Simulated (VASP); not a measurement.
Output of a VASP run:

### OSZICAR
```
       N       E                     dE             d eps       ncg     rms          rms(c)
DAV:   1     0.288668088152E+03    0.28867E+03   -0.14132E+04   344   0.135E+03
DAV:   2     0.140137922616E+02   -0.27465E+03   -0.26803E+03   376   0.307E+02
DAV:   3    -0.239924296246E+02   -0.38006E+02   -0.36045E+02   416   0.109E+02
DAV:   4    -0.261310700770E+02   -0.21386E+01   -0.20841E+01   428   0.269E+01
DAV:   5    -0.262008867324E+02   -0.69817E-01   -0.69427E-01   516   0.495E+00    0.108E+01
DAV:   6    -0.259810969889E+02    0.21979E+00   -0.79193E-01   516   0.428E+00    0.681E+00
DAV:   7    -0.260197943864E+02   -0.38697E-01   -0.52136E-01   452   0.360E+00    0.251E+00
DAV:   8    -0.259908922179E+02    0.28902E-01   -0.17777E-01   476   0.238E+00    0.770E-01
DAV:   9    -0.259861907072E+02    0.47015E-02   -0.31395E-02   420   0.855E-01    0.458E-01
DAV:  10    -0.259865247086E+02   -0.33400E-03   -0.43619E-03   416   0.283E-01    0.371E-01
DAV:  11    -0.259867300403E+02   -0.20533E-03   -0.64211E-04   420   0.137E-01    0.213E-01
DAV:  12    -0.259868221167E+02   -0.92076E-04   -0.30494E-04   380   0.981E-02    0.142E-01
DAV:  13    -0.259868147822E+02    0.73344E-05   -0.53605E-05   440   0.325E-02    0.111E-01
DAV:  14    -0.259868110739E+02    0.37084E-05   -0.59271E-06   400   0.967E-03    0.856E-02
DAV:  15    -0.259868065047E+02    0.45691E-05   -0.11955E-05   412   0.128E-02    0.360E-02
DAV:  16    -0.259868063503E+02    0.15447E-06   -0.10335E-05   412   0.133E-02    0.132E-02
DAV:  17    -0.259868063487E+02    0.16112E-08   -0.55874E-07   216   0.468E-03
   1 F= -.25986806E+02 E0= -.25986806E+02  d E =-.383022E-09
```

OUTCAR:
```
------------------------ aborting loop because EDIFF is reached ----------------------------------------
  FORCE on cell =-STRESS in cart. coord.  units (eV):
  Direction    XX          YY          ZZ          XY          YZ          ZX
  --------------------------------------------------------------------------------------
  Total        3.6211033      3.6211061     -0.1604874      0.0000000      0.0000000      0.0000000
  in kB       26.8580206     26.8580412     -1.1903483      0.0000000      0.0000000      0.0000000
  external PRESSURE =      17.5085712 kB  Pullay stress =       0.0000000 kB
  volume of cell :      216.01
      direct lattice vectors                 reciprocal lattice vectors
     2.123684000  1.226110000 13.826330000     0.235439924  0.135931251  0.024108591
    -2.123684000  1.226110000 13.826330000    -0.235439924  0.135931251  0.024108591
     0.000000000 -2.452220000 13.826330000     0.000000000 -0.271862503  0.024108591
 POSITION                                       TOTAL-FORCE (eV/Angst)
 -----------------------------------------------------------------------------------
      0.00000      0.00000      0.00000         0.000000      0.000000      0.000000
      0.00000      0.00000     17.72397         0.000000      0.000000     -0.664395
      0.00000      0.00000     23.75502         0.000000     -0.000000      0.664395
      0.00000      0.00000      5.50426         0.000000      0.000000      0.193114
      0.00000      0.00000     35.97473         0.000000     -0.000000     -0.193114
      0.00000      0.00000     12.02061         0.000000      0.000000      0.175255
      0.00000      0.00000     29.45838         0.000000      0.000000     -0.175255
 -----------------------------------------------------------------------------------
    total drift:                                0.000000      0.000000      0.000000
  FREE ENERGIE OF THE ION-ELECTRON SYSTEM (eV)
  ---------------------------------------------------
  free  energy   TOTEN  =       -25.9868063487 eV

  energy  without entropy=      -25.9868063483  energy(sigma->0) =      -25.98680635
```
(Selected blocks of OUTCAR.)

POSCAR:
```
Ge(SbTe2)2
1
    2.1236840000     1.2261100000    13.8263300000
   -2.1236840000     1.2261100000    13.8263300000
    0.0000000000    -2.4522200000    13.8263300000
Ge Sb Te
1 2 4
Direct
  0.0000000000   0.0000000000   0.0000000000
  0.4273000000   0.4273000000   0.4273000000
  0.5727000000   0.5727000000   0.5727000000
  0.1327000000   0.1327000000   0.1327000000
  0.8673000000   0.8673000000   0.8673000000
  0.2898000000   0.2898000000   0.2898000000
  0.7102000000   0.7102000000   0.7102000000
```

Problem. Write an INCAR and KPOINTS that could have produced this output.

Solution. One answer among several that fit: the input of the run itself, PBE GGA, plane waves, VASP's PBE PAW potentials (set 64).

INCAR:
```
SYSTEM = Ge(SbTe2)2
PREC = Accurate
ENCUT = 300
EDIFF = 1E-6
NELM = 100
ALGO = Normal
LREAL = .FALSE.
LASPH = .TRUE.
ISMEAR = 0
SIGMA = 0.05
GGA = PE
LMAXMIX = 4
LWAVE = .FALSE.
LCHARG = .FALSE.
ISIF = 2
```

KPOINTS:
```
Automatic mesh
0
Gamma
3 3 3
0 0 0
```

POTCAR, in this order: Ge_d Sb Te (PBE.64 set). Program: vasp_std.

At this cut-off the stress carries a Pulay error, which pulls relaxed volumes low.

The structure was generated: GeSb2Te4 was put into an ordered model structure, which need not be its known phase. The cell was not relaxed at this level, and its volume differs by -5.9 % from the start's. The k-mesh is coarse (spacing up to 0.57 per Å, 2π included), so the numbers may not be converged in it.
